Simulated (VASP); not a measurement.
Method: PBEsol GGA, VASP's PBE PAW potentials (set 64) (plane waves; VASP 6.6.1). Each cell was relaxed at this level.

Which of these has an unstable (imaginary) mode at Γ?
A. Cd2SeS, P3m1 (156)
B. Zn, P6_3/mmc (194)
C. Lu, P6_3/mmc (194)
D. TcN, P6_3/mmc (194)

D, TcN, P6_3/mmc (194). Its optical Γ-point modes are 174i, 99 (×2), 279, 448 (×2), 509 (×2), 643 cm⁻¹.
